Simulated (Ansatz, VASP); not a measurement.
Al3Pd in VASP and in Ansatz

```
Pd Al
1.0
     3.92042    0.00000    0.00000
     0.00000    3.92042    0.00000
     0.00000    0.00000    3.92042
Pd Al
1 3
Cartesian
  0.0000 0.0000 0.0000
  1.9602 1.9602 0.0000
  1.9602 0.0000 1.9602
  0.0000 1.9602 1.9602
```

Change from the starting cell: volume scaled by 0.98.

Alike in both runs: task single point; functional PBEsol; k mesh 7 × 7 × 7; occupations fermi-dirac, width 0.05 eV; no spin polarisation.

```csv
,VASP,Ansatz
version,VASP 6.6.1,Ansatz 0.2.0
potentials or method,"VASP PAW PBE potentials, release 64 (Pd, Al)",Ansatz PAW
plane-wave cutoff (eV),520,420
valence electrons in the cell,19,27
```

Ansatz gave:

* gap on the k mesh at the Fermi level (eV): none
* pressure (GPa): 0.4

**Question.** Which values does VASP return?

**Answer.** gap on the k mesh at the Fermi level (eV): none; pressure (GPa): 0.5.

A gap of «none» marks a metal or a gap that the smearing closes. The two sets of potentials don't hold the same shells in valence.

Caveats: the PAW data sets were made with another functional, which shifts forces and pressure a little (VASP); the PAW data sets come from PBE, with cores solved anew for the run's functional, which leaves a small shift of forces and pressure (Ansatz).
